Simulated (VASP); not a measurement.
```
SnTe
1.0
    0.00000     3.13707     3.13707
    3.13707     0.00000     3.13707
    3.13707     3.13707     0.00000
Sn Te
1 1
Direct
  0.00000   0.00000   0.00000
  0.50000   0.50000   0.50000
```

Method: PBE GGA, VASP's PBE PAW potentials (set 64) (plane waves; VASP 6.6.1). Settings: 210 eV cut-off, 4×4×4 Γ-centred mesh, Gaussian smearing of 0.20 eV, potentials Sn_d Te.

At this cut-off the stress carries a Pulay error, which pulls relaxed volumes low.  Energy and stress use the plane-wave basis of the starting cell.

Task: The ions, cell shape and volume are relaxed. Predict the relaxed structure.

Result: 
```
SnTe
1.0
    0.00000     3.11316     3.11316
    3.11316     0.00000     3.11316
    3.11316     3.11316     0.00000
Sn Te
1 1
Cartesian
  0.00000   0.00000   0.00000
  3.11316   3.11316   3.11316
```
Space group Fm-3m (225), at a tolerance of 0.03 Å.

Task: How do energy and volume change from the first to the last step?

Result: The energy (σ→0) changes by -4.4 meV/atom and the volume by -2.3 %, in 3 ionic steps.

The structure comes from a computed database's SnTe entry; how it stands against other phases isn't given here. This run relaxes it. Symmetry was kept, so distortions that lower it aren't found. The k-mesh is coarse (spacing up to 0.44 per Å, 2π included), so the numbers may not be converged in it. The run is one of a series of settings (EDIFFG = -0.01, ENCUT = 210, IBRION = 2, ISIF = 3, NSW = 50, KPOINTS 4×4×4 Γ-centred mesh against the base run), some of them coarse on purpose.
